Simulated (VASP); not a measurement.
Here is the system:

```xyz
4
Lattice="0.0000 2.0181 2.0181 2.0181 0.0000 2.0181 8.0647 8.0647 0.0075" Properties=species:S:1:pos:R:3 pbc="T T T"
Pt     0.0000     0.0000     0.0000
Au     1.9943     1.9943     0.0238
Au     4.0324     4.0324     0.0038
Au     8.0885     8.0885     4.0198
```

Computed with PBEsol GGA, VASP's PBE PAW potentials (set 64) (plane waves; VASP). Run with 400 eV cut-off, 15×15×4 Γ-centred mesh, tetrahedra with Blöchl corrections, potentials Pt Au.

The cores are frozen, which limits the accuracy of field gradients.

Give the principal components of the electric field gradient (V/Å²) and the asymmetry η at each nucleus.

| atom | Vxx | Vyy | Vzz | η |
|---|---|---|---|---|
| Pt1 | 19.0 | 19.0 | -38.0 | 0.00 |
| Au2 | 11.7 | 11.7 | -23.5 | 0.00 |
| Au3 | -2.0 | -2.0 | 4.0 | 0.00 |
| Au4 | 11.7 | 11.7 | -23.5 | 0.00 |

The structure was generated: Au3Pt was put into an ordered model structure (R-3m), which need not be its known phase. It was relaxed first.
